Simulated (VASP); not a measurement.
Here is the system:

```yaml
crystal:
  lattice:
    - [4.09891, 0.00000, 0.00000]
    - [0.00000, 4.09891, 0.00000]
    - [0.00000, 0.00000, 5.78053]
  atoms:
    - { symbol: Mg, position: [0.50000, 0.00000, 0.73702] }
    - { symbol: Mg, position: [0.00000, 0.50000, 0.26298] }
    - { symbol: Se, position: [0.50000, 0.50000, 0.00000] }
    - { symbol: S, position: [0.00000, 0.00000, 0.50000] }
```

Computed with PBEsol GGA, VASP's PBE PAW potentials (set 64) (plane waves; VASP 6.6.1). Settings: 400 eV cut-off, Gaussian smearing of 0.050 eV, potentials Mg Se S.

What does the run give for the band gap (along the path) with the smallest direct gap where there is one?

- band gap (along the path): 2.71 eV
- smallest direct gap (along the path): 2.71 eV

Total energies compare only between runs with the same potentials, cut-off and functional.

The structure comes from a computed database's Mg2SeS entry (P-4m2); how it stands against other phases isn't given here. It was relaxed first.
